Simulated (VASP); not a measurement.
```xyz
2
Lattice="4.0782 0.0000 0.0000 0.0000 4.0782 0.0000 0.0000 0.0000 4.2482" Properties=species:S:1:pos:R:3 pbc="T T T"
Cs     0.0000     0.0000     0.0000
Br     2.0391     2.0391     2.1241
```

Computed with PBEsol GGA, VASP's PBE PAW potentials (set 64) (plane waves; VASP). Run with 480 eV cut-off, 6×6×6 Γ-centred mesh, Gaussian smearing of 0.050 eV, potentials Cs_sv Br.

### Question
Give the stress tensor in GPa (positive for a compressed cell).

### Answer

```
1.91  0.00  0.00
0.00  1.91  0.00
0.00  0.00  0.94
```
The pressure is its mean diagonal, 1.59 GPa.

The compound is CsBr in the CsCl type structure. This cell was strained or had an atom moved on purpose.
